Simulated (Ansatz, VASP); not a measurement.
**Cross-check of ReBr2 between VASP and Ansatz**

Aim: how closely do two programs agree when they are given the same cell, functional and k mesh? Of the first pair: The structure shown is the start of the Ansatz relaxation below; VASP solves that cell, so the two are compared at the walk's first step.

Main program and level: Ansatz 0.2.0; plane waves, with VASP 6.6.1 beside it; single point at PBEsol.

### Step 1. The starting structure

The cell holds 3 atoms: 1 Re and 2 Br. Its edges and angles: a = 3.836 Å, b = 3.836 Å, c = 30.253 Å, α = 90.0°, β = 90.0°, γ = 120.0°. Vacuum lies along c. The height across the vacuum is the one that the program set for its solve, not the one typed.

### Step 2. Ansatz: relaxation, PBEsol

Ansatz runs on its default PAW (the set named soft_2) files.

The two programs are compared at the cell with which this relaxation starts, whose forces are those of its first step.

The input, input.yaml:

```yaml
crystal:
  lattice:
    - [3.836, 0.0, 0.0]
    - [-1.918, 3.3220734489, 0.0]
    - [0.0, 0.0, 19.2265366365]
  atoms:
    - { symbol: Re, position: [0.0, 0.0, 0.5] }
    - { symbol: Br, position: [0.3333333333, 0.6666666667, 0.5839084204] }
    - { symbol: Br, position: [0.6666666667, 0.3333333333, 0.4160915796] }
  periodic: [true, true, false]
kpoints:
  mp_grid: { grid: [6, 6, 1] }
hamiltonian:
  xc: pbesol
scf:
  occupations: { method: fermi_dirac, width: 0.02 }
relax:
  f_tol: 0.01
  max_steps: 80
  cell: {}
output:
  write_density: true
  write_potential: true
  elf: true
  volumetric_format: npy
```

On the command line:

```bash
> ansatz run input.yaml --threads 4 --pin off --max-ram 14745MiB --backend cpu --events-out ev --progress --plain --runs-dir out
```

Numbers of over 12 decimals in the logs are rounded to 6 here.

Output:

```text
Warning: crystal.periodic: the lattice vector that does not repeat stood 0.000° off the slab's normal, 19.227 Å along it as the deck builds it. The run solves the slab on a vector along the normal, 30.253 Å long, with every atom where it was (on the deck's vector they left 16.00 Å outside them, and the widest stretch free of ions among them is 1.61 Å). A fractional position that the run reports is one of the run's ce [...]
crystal.periodic: the lattice vector that does not repeat stood 0.000° off the slab's normal, 19.227 Å along it as the deck builds it. The run solves the slab on a vector along the normal, 30.253 Å long, with every atom where it was (on the deck's vector they left 16.00 Å outside them, and the widest stretch free of ions among them is 1.61 Å). A fractional position that the run reports is one of the run's cell, which [...]
Engine: ansatz 0.2.0, aarch64-unknown-linux-gnu
Pseudopotentials: kind: paw
Pseudopotential: Re, paw, valence charge 15, recommended cutoff 420 eV (normal), Re.paw.azcp
Pseudopotential: Br, paw, valence charge 7, recommended cutoff 420 eV (normal), Br.paw.azcp
Functional definition: PBEsol
  exchange = pbesol_x
  correlation = pbesol_c
Crystal: 3 atoms, lattice volume = 385.529 Å³
Basis set: ecut = 420 eV, 7529 PW (Γ), exchange–correlation on 54×54×432 points (8 copies of the dense FFT grid, shifted against one another)
Bands: 19, of which v1, the nominal top of the filled ones, is band 15 counted from 1 (14 counted from 0)
Symmetry: 12 space group operations
Space group: P-3m1 (ITA 164), of the structure as read, at distance tolerance 7.3e-5 Å
k-points: 7 of 36
Non-local potential: Re, projectors of the file, l = 0: 3, l = 1: 2, l = 2: 2, l = 3: 1
Non-local potential: Br, projectors of the file, l = 0: 2, l = 1: 2, l = 2: 2
PAW form: soft (Blöchl's): semilocal exchange-correlation on the pseudo side does not see the compensation charge
PAW frozen core: Re, regenerated for the run's functional, and the local potential with it (the file was generated under x = pbe(κ = 0.804, μ = 0.219515), c = pbe(β = 0.066725))
PAW frozen core: Br, regenerated for the run's functional, and the local potential with it (the file was generated under x = pbe(κ = 0.804, μ = 0.219515), c = pbe(β = 0.066725))
PAW one-centre angular grid: Re, 590 points (default); XC on 64 Gauss nodes
PAW one-centre angular grid: Br, 110 points (default); XC on 64 Gauss nodes
Initial density: superposition of atomic densities (neutral atoms: chi_scale 0, normalization atom), corrected by the library's trained network
Initial wavefunctions: pseudopotential atomic-orbital guess
Functional: x = pbesol(κ = 0.804, μ = 0.123457), c = pbesol(β = 0.046)
SCF iter   1: F=—  HF=-16207.679566 eV  |F-HF|=—  |Δ(HF+E_count)|=         —  Δρ=2.19e-3  dr2=1.42e-2  ethr=1.77e-3  ⟨swp⟩=16.4  Hψ=1245  notcnv=0
[...]
Crystal: 3 atoms, lattice volume = 373.554 Å³
Basis set: ecut = 420 eV, 7325 PW (Γ), exchange–correlation on 54×54×432 points (8 copies of the dense FFT grid, shifted against one another)
iter 1 solved again at ethr=1.63e-5 eV; its pass at ethr=3.10e-3 eV (dr2=4.72e-3 eV) is discarded
SCF iter   1: F=—  HF=-16208.534015 eV  |F-HF|=—  |Δ(HF+E_count)|=         —  Δρ=1.66e-3  dr2=4.57e-3  ethr=1.63e-5  ⟨swp⟩=3.9  Hψ=1026  notcnv=0
preconditioner: auto → LDOS  [insulator: Δε(μ)=0.132 eV  Ē_g=9.499 eV  σ=0.020 eV  W_gap=0.61  n_scr=16 (ndim 8)  ℏωp=8.8 eV  f_vac=0.789  D(μ)=7.19/eV (n_scr^D=16)  ε∞_Penn≈1.9  β→1.0]
SCF iter   2: F=—  HF=-16208.535334 eV  |F-HF|=—  |Δ(HF+E_count)|=   1.32e-3  Δρ=1.89e-3  dr2=1.07e-2  ethr=1.58e-5  ⟨swp⟩=2.6  Hψ=266  notcnv=0  recentre
SCF iter   3: F=—  HF=-16208.533284 eV  |F-HF|=—  |Δ(HF+E_count)|=   2.05e-3  Δρ=4.86e-4  dr2=4.81e-4  ethr=1.58e-5  ⟨swp⟩=3.1  Hψ=315  notcnv=0
SCF iter   4: F=—  HF=-16208.533217 eV  |F-HF|=—  |Δ(HF+E_count)|=   6.70e-5  Δρ=4.14e-5  dr2=1.89e-5  ethr=1.66e-6  ⟨swp⟩=2.6  Hψ=236  notcnv=0
SCF iter   5: F=—  HF=-16208.533326 eV  |F-HF|=—  |Δ(HF+E_count)|=   1.09e-4  Δρ=2.84e-5  dr2=8.31e-6  ethr=6.52e-8  ⟨swp⟩=2.9  Hψ=245  notcnv=0
SCF iter   6: F=—  HF=-16208.533325 eV  |F-HF|=—  |Δ(HF+E_count)|=   1.30e-6  Δρ=1.58e-5  dr2=1.80e-6  ethr=2.87e-8  ⟨swp⟩=2.3  Hψ=162  notcnv=0
SCF iter   7: F=-16208.533326 eV  HF=-16208.533326 eV  |F-HF|=1.27e-7  |Δ(HF+E_count)|=   9.79e-7  Δρ=3.93e-6  dr2=7.77e-8  ethr=1.03e-9  ⟨swp⟩=14.0  Hψ=1487  notcnv=0
SCF 5 converged in 7 iterations: F = -16208.533326 eV  dr2 = 7.77e-8
relax step   5: F+E_penalty+E_count = -16208.53332585 eV  Δ(F+E_penalty+E_count) = -4.886e-3 eV  max|allowed force component| = 1.351e-2 eV/Å  Δτ_max = 0.0315 Å  P = +0.058 N/m  Ω = 373.554 Å³  energy of the carried Pulay correction = +4.721e-4 eV  fix = [c, alpha, beta]  reactions: c +0.000 N/m  (7 SCF iters, dr2 threshold 3.00e-7 eV, accepted)
[...]
relax step   6: F+E_penalty+E_count = -16208.53334424 eV  Δ(F+E_penalty+E_count) = -1.839e-5 eV  max|allowed force component| = 1.390e-3 eV/Å  Δτ_max = 0.0011 Å  P = +0.013 N/m  Ω = 373.617 Å³  energy of the carried Pulay correction = +4.696e-4 eV  fix = [c, alpha, beta]  reactions: c +0.000 N/m  (6 SCF iters, dr2 threshold 1.14e-8 eV, accepted)
[...]
relax step   7: F+E_penalty+E_count = -16208.53279243 eV  Δ(F+E_penalty+E_count) = +5.518e-4 eV  max|allowed force component| = 1.492e-3 eV/Å  Δτ_max = 0.0000 Å  P = +0.016 N/m  Ω = 373.617 Å³  fix = [c, alpha, beta]  reactions: c +0.000 N/m  stress off target by 1.64e-2 N/m on what of the cell is left free  SCF on the basis re-selected at this cell (its energy is not comparable with the rows above)  (8 SCF iters)
basis re-selected at this cell: Δ(F+E_penalty+E_count) = +5.518e-4 eV, ΔP = +0.004 N/m vs the last step (what re-selecting the basis moved, of the pressure what is left beyond the Pulay correction that the steps carried, after the strain that the cell walked since its last selection, with what the two solves' SCF thresholds leave and, on support functions, any second-order correction that the steps lacked; it is no m [...]
SCF converged after 8 iterations
Free energy (F): -16208.532792 eV
Harris-Foulkes:  -16208.532792 eV  (|F-HF|=6.37e-11)
Internal energy: -16208.524289 eV  (E = F + TS)
E sigma→0 (E₀):  -16208.528541 eV
Entropy (-TS):   -0.008503 eV (-2.834 meV/atom)
Fermi energy:    -3.881931 eV
--- Per-component energies (eV) ---
  E_band       = -660.882078
  E_kinetic    = 809.324332
  E_local      = -40965.654537  (includes V_loc(G=0)·N_el)
  E_nonlocal   = 196.479889
  E_hartree    = 19988.982115
  E_xc         = -921.913400
  E_vxc        = -509.117378  (∫ρ·V_xc dr)
  E_paw        = -12938.316668  (= ΣΔE_a)
  E_vpaw       = -169.878526  (= ΣTr[D̂ρ^β])
  E_aug_tail   = -0.000076  (compensation charges beyond the density's cutoff)
  E_ewald      = 17622.156254
  E_core_change = 0.417802  (= ΣΔE_core)
  E_smearing   = -0.008503  (= −TS)
  E_closure    = 0.000000  (closes the sum)
  Σ components = -16208.532792   (vs F -16208.532792, Δ=0.00e0)
--- Forces (eV/Å), atoms counted from 1 ---
  atom   1  Re     0.00000000     0.00000000     0.00000000
  atom   2  Br    -0.00000000    -0.00000000     0.00149205
  atom   3  Br     0.00000000     0.00000000    -0.00149205
  max |Σ_I F_I| component: 8.10e-18 eV/Å
--- 2D stress c σ (N/m, compression-positive) ---
        0.016442      -0.000000       0.000000
        0.000000       0.016442      -0.000000
        0.000000      -0.000000       0.000000
  P = ½ c Tr σ = 0.0164 N/m
--- Band table (eV; the first three rows and the last of 7) ---
  k-point 0: bands = [... 11 lower, -7.5557, -5.1382, -5.1382, -4.3500, -1.4547, -1.4547, -1.4260, -0.4520]
  k-point 1: bands = [... 11 lower, -7.5537, -5.0797, -4.5650, -3.8803, -2.4425, -1.7131, -0.6429, 0.0470]
  k-point 2: bands = [... 11 lower, -7.8895, -5.2371, -4.0534, -3.8140, -2.1471, -1.6848, -0.1662, 0.8221]
  k-point 6: bands = [... 11 lower, -8.9266, -4.8180, -3.8590, -3.8590, -1.9504, -1.9504, 1.1311, 2.6054]
  the weakly bound empty levels are not read free of the cell's end (no_gap_told)
--- Relaxed structure (6 steps of the walk, 6 accepted, 1 SCFs on fresh bases) ---
  F+E_penalty+E_count = -16208.53279243 eV   max|allowed force component| = 1.492e-3 eV/Å   (the final SCF, on the basis selected at the relaxed cell)
  cell:  # Å, volume = 373.6170 Å³
    - [3.776272, 0.0, 0]
    - [-1.888136, 3.270347, 0]
    - [0, 0, 30.253073]
  atoms:
    - { symbol: Re, position: [0, 0, 0.317762] }
    - { symbol: Br, position: [0.333333, 0.666667, 0.360308] }
    - { symbol: Br, position: [0.666667, 0.333333, 0.275215] }
```

The column dr2 measures how far the density is from self-consistency, as an energy; F and HF (Harris–Foulkes) agree once it is small.

### Step 3. VASP: single point, PBEsol, start cell, pair 1

The same cell, functional, mesh and smearing now go to VASP, with its own data sets.

Lines of VASP's logs that name or quote its potential files are left out, and so is its time.

The input, INCAR:

```
SYSTEM = ReBr2
PREC = Accurate
ENCUT = 520
EDIFF = 1E-06
NELM = 120
ISMEAR = -1
SIGMA = 0.02
LREAL = .FALSE.
ALGO = Normal
GGA = PS
NBANDS = 16
LASPH = .TRUE.
LORBIT = 11
LWAVE = .FALSE.
LCHARG = .FALSE.
ISIF = 2
LDIPOL = .TRUE.
IDIPOL = 3
DIPOL = 0.5 0.5 0.318
LVHAR = .TRUE.
GGA_COMPAT = .FALSE.
NELMDL = -8
```

The input, POSCAR:

```
ReBr2
1.0
    3.8360000000      0.0000000000      0.0000000000
   -1.9180000000      3.3220730000      0.0000000000
    0.0000000000      0.0000000000     30.2530730000
Re Br
1 2
Direct
    0.0000000000      0.0000000000      0.3177617031
    0.3333333333      0.6666666667      0.3710874760
    0.6666666667      0.3333333333      0.2644359302
```

The input, KPOINTS:

```
Automatic mesh
0
Gamma
6 6 1
0 0 0
```

PAW data sets: Re and Br (PBE family, release 64).

On the command line:

```bash
> mpirun -np 1 vasp_std
```

Output:

```text
[banner, memory and clock lines left out]
running    1 mpi-ranks, on    1 nodes
 distrk:  each k-point on    1 cores,    1 groups
 distr:  one band on    1 cores,    1 groups

 POSCAR found type information on POSCAR ReBr
 POSCAR found :  2 types and       3 ions
|                                                                             |
|               ----> ADVICE to this user running VASP <----                  |
|                                                                             |
|     You enforced a specific xc type in the INCAR file but a different       |
|     [... a line on the potential file left out ...]
|     I HOPE YOU KNOW WHAT YOU ARE DOING!                                     |
|                                                                             |

 LDA part: xc-table for (Slater+PW92), standard interpolation
 POSCAR, INCAR and KPOINTS ok, starting setup
 FFT: planning ... GRIDC
 FFT: planning ... GRID_SOFT
 FFT: planning ... GRID
 WAVECAR not read
 entering main loop
       N       E                     dE             d eps       ncg     rms          rms(c)
DAV:   1     0.144640202486E+03    0.14464E+03   -0.61362E+03   328   0.886E+02
DAV:   2     0.491674993224E+01   -0.13972E+03   -0.13229E+03   392   0.166E+02
DAV:   3    -0.143948424435E+02   -0.19312E+02   -0.18981E+02   376   0.786E+01
DAV:   4    -0.149260351547E+02   -0.53119E+00   -0.51964E+00   312   0.149E+01
DAV:   5    -0.149422505029E+02   -0.16215E-01   -0.16185E-01   312   0.269E+00
DAV:   6    -0.149428329088E+02   -0.58241E-03   -0.58239E-03   360   0.107E+00
DAV:   7    -0.149428418035E+02   -0.88947E-05   -0.88967E-05   328   0.693E-02
DAV:   8    -0.149428419207E+02   -0.11723E-06   -0.11705E-06   272   0.151E-02    0.139E+01
DAV:   9    -0.146387805399E+02    0.30406E+00   -0.89661E-01   392   0.193E+01    0.567E+00
DAV:  10    -0.145964690585E+02    0.42311E-01   -0.20129E-01   328   0.538E+00    0.212E+00
DAV:  11    -0.145812612006E+02    0.15208E-01   -0.58204E-02   360   0.493E+00    0.497E-01
DAV:  12    -0.145809560514E+02    0.30515E-03   -0.67442E-03   352   0.896E-01    0.292E-01
DAV:  13    -0.145802101863E+02    0.74587E-03   -0.16911E-03   352   0.778E-01    0.739E-02
DAV:  14    -0.145801158058E+02    0.94380E-04   -0.13770E-04   312   0.685E-02    0.330E-02
[...]
DAV:  20    -0.145804384299E+02   -0.13508E-04   -0.31340E-07   216   0.135E-02    0.451E-03
DAV:  21    -0.145804571373E+02   -0.18707E-04   -0.10074E-06   216   0.630E-03    0.702E-04
DAV:  22    -0.145804590638E+02   -0.19265E-05   -0.16541E-07   248   0.115E-02    0.283E-03
DAV:  23    -0.145804658469E+02   -0.67831E-05   -0.28579E-07   200   0.422E-03    0.146E-03
DAV:  24    -0.145804671315E+02   -0.12846E-05   -0.73288E-08   232   0.756E-03    0.571E-04
DAV:  25    -0.145804687735E+02   -0.16419E-05   -0.58245E-08   224   0.291E-03    0.101E-03
DAV:  26    -0.145804698984E+02   -0.11250E-05   -0.46218E-08   216   0.449E-03    0.327E-04
DAV:  27    -0.145804701293E+02   -0.23089E-06   -0.20930E-08   232   0.211E-03
   1 F= -.14580470E+02 E0= -.14574018E+02  d E =-.129051E-01
```

Parts of OUTCAR (step 3):

```text
ion  position               nearest neighbor table
   1  0.000  0.000  0.318-   3 2.74   2 2.74   3 2.74   2 2.74   3 2.74   2 2.74
   2  0.333  0.667  0.371-   1 2.74   1 2.74   1 2.74
   3  0.667  0.333  0.264-   1 2.74   1 2.74   1 2.74

  LATTYP: Found a hexagonal cell.
 ALAT       =     3.8360000000
 C/A-ratio  =     7.8866196559

 Subroutine GETGRP returns: Found 12 space group operations
 (whereof  6 operations were pure point group operations)

The static configuration has the point symmetry C_3v.
 The point group associated with its full space group is D_3d.

 Found      7 irreducible k-points:

   k-points           NKPTS =      7   k-points in BZ     NKDIM =      7   number of bands    NBANDS=     16

   dimension x,y,z NGX =    30 NGY =   30 NGZ =  240
   dimension x,y,z NGXF=    60 NGYF=   60 NGZF=  480

   ENCUT  =  520.0 eV  38.22 Ry    6.18 a.u.   7.13  7.13 56.25*2*pi/ulx,y,z

   NELECT =      21.0000    total number of electrons

 k-points in reciprocal lattice and weights: Automatic mesh
   0.00000000  0.00000000  0.00000000       0.028
   0.16666667  0.00000000  0.00000000       0.167
   0.33333333  0.00000000  0.00000000       0.167
   0.50000000  0.00000000  0.00000000       0.083
   0.16666667  0.16666667  0.00000000       0.167
   0.33333333  0.16666667  0.00000000       0.333
   0.33333333  0.33333333  0.00000000       0.056

 dipolmoment           0.000000      0.000000      0.000003 electrons x Angstroem

 average (electrostatic) potential at core
       1 -49.5176       2 -69.9706       3 -69.9706

 E-fermi :  -2.4057

 k-point     1 :       0.0000    0.0000    0.0000
  band No.  band energies     occupation
    ...
      7      -5.7884      2.00000
      8      -5.7884      2.00000
      9      -3.4140      2.00000
     10      -3.4140      2.00000
     11      -3.3411      2.00000
     12      -1.4698      0.00000
     13      -1.4698      0.00000
     14      -1.0638      0.00000
     15       0.7768      0.00000
     16       1.3849      0.00000

 k-point     2 :       0.1667    0.0000    0.0000
  band No.  band energies     occupation
    ...
      7      -6.3369      2.00000
      8      -6.1171      2.00000
      9      -3.5655      2.00000
     10      -3.0361      2.00000
     11      -2.8920      2.00000
     12      -1.8250      0.00000
     13      -1.4956      0.00000
     14      -0.2247      0.00000
     15       1.5126      0.00000
     16       1.7574      0.00000

 k-point     3 :       0.3333    0.0000    0.0000
  band No.  band energies     occupation
    ...
      7      -6.6884      2.00000
      8      -6.4951      2.00000
      9      -3.8892      2.00000
     10      -2.5684      1.99942
     11      -2.4557      1.84856
     12      -1.3951      0.00000
     13      -1.3638      0.00000
     14       0.3717      0.00000
     15       1.5455      0.00000
     16       2.6381      0.00000

  Total       -6.8089709     -6.8089690     -6.0969671      0.0000000      0.0000000      0.0000000
  in kB      -28.2966350    -28.2966273    -25.3376987      0.0000000      0.0000000      0.0000000
  external PRESSURE =     -27.3103203 kB  Pullay stress =       0.0000000 kB

  energy-cutoff  :      520.00
  volume of cell :      385.53
      direct lattice vectors                 reciprocal lattice vectors
     3.836000000  0.000000000  0.000000000     0.260688217  0.150508433  0.000000000
    -1.918000000  3.322073000  0.000000000     0.000000000  0.301016865  0.000000000
     0.000000000  0.000000000 30.253073000     0.000000000  0.000000000  0.033054493

 POSITION                                       TOTAL-FORCE (eV/Angst)
 -----------------------------------------------------------------------------------
      0.00000      0.00000      9.61327         0.000000     -0.000000      0.000000
     -0.00000      2.21472     11.22654        -0.000000     -0.000000     -1.885026
      1.91800      1.10736      8.00000         0.000000      0.000000      1.885026
 -----------------------------------------------------------------------------------
    total drift:                                0.000000      0.000000      0.000033

  FREE ENERGIE OF THE ION-ELECTRON SYSTEM (eV)
  ---------------------------------------------------
  free  energy   TOTEN  =       -14.5804701293 eV

  energy  without entropy=      -14.5675650486  energy(sigma->0) =      -14.57401759

 vacuum level on the upper side and lower side of the slab         1.559         1.559

 total charge
# of ion       s       p       d       tot
------------------------------------------
    1        0.333   0.253   4.779   5.365
    2        1.602   3.124   0.043   4.770
    3        1.602   3.124   0.043   4.770
--------------------------------------------------
tot          3.537   6.502   4.865  14.904

[... 3 further parts left out ...]
```

This run has no spin polarisation, so a moment on Re, if there is one, isn't seen. Its electron count is odd, so without a moment it is a metal by construction. The data set Re keeps the semicore shell frozen, which is cheaper and a little less accurate.

### Step 4. Side by side

Known differences besides the potentials themselves: Ansatz cuts the interaction across the vacuum, VASP repeats the sheet with a dipole correction; the data sets hold 29 valence electrons in Ansatz (on its default PAW (the set named soft_2) files) and 21 in VASP; the cutoff is 420 eV in Ansatz and 520 eV in VASP; Ansatz makes its cores anew for this functional, VASP keeps those of its PBE data sets. Total energies have different zeros and are not compared.

Forces (eV/Å; atoms numbered as in POSCAR):

```tsv
atom	Ansatz x, y, z	VASP x, y, z
Re1	0.000, 0.000, 0.000	0.000, 0.000, 0.000
Br2	0.000, 0.000, -1.886	0.000, 0.000, -1.885
Br3	0.000, 0.000, 1.886	0.000, 0.000, 1.885
```

The forces differ by 0.6 meV/Å r.m.s., which is 0.1 % of the r.m.s. force of 0.889 eV/Å (both taken over all components). With vacuum in the cell, a pressure given here is an average over mostly empty space and none of the material.

(Continued in part 2 of 2.)

[Lines on the potential files, build, host, timing and source positions are cut from VASP's logs without a mark.]

[Logs are printed without paths, hosts, clocks, repeated set-up lines and the standing remarks that a program may print on its own settings, such as how far it seeks lower states.]

[Hosts, paths, dates, database ids (printed as entryN), source tags and the programs' standing remarks are cut or masked in the printed files.]
